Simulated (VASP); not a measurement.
Cd$_{2}$Hg$_{2}$S$_{4}$ (ordered alloy cell): computed properties

Calculation: PBEsol GGA, VASP's PBE PAW potentials (set 64) (plane waves; VASP 6.6.1).

For Cd2Hg2S4, the space group is P-4m2 (115), the cell is a = b = 4.142 Å, c = 5.849 Å, α = β = γ = 90.00° and the volume per atom comes out as 25.09 Å³/atom. The band gap (on the k-mesh) is 0.19 eV and the smallest direct gap (on the k-mesh) is 0.19 eV. The band-edge character comes out as direct, Γ to Γ and the density comes out as 6.24 g/cm³.

```
CELL_PARAMETERS angstrom
      5.85776     0.00000     0.00000
      0.00000     5.85776     0.00000
      0.00000     0.00000     5.84920
ATOMIC_POSITIONS crystal
  Hg 0.00000 0.00000 0.00000
  Hg 0.50000 0.50000 0.00000
  S  0.25000 0.25000 0.25303
  S  0.75000 0.75000 0.25303
  S  0.75000 0.25000 0.74697
  S  0.25000 0.75000 0.74697
  Cd 0.50000 0.00000 0.50000
  Cd 0.00000 0.50000 0.50000
```

Unless said otherwise, spin-orbit coupling is left out, though it shifts the bands of the heavy elements here.

The structure was generated: Cd2Hg2S4 was put into an ordered model structure (P-4m2), which need not be its known phase. It was relaxed first. Symmetry was kept, so distortions that lower it aren't found.
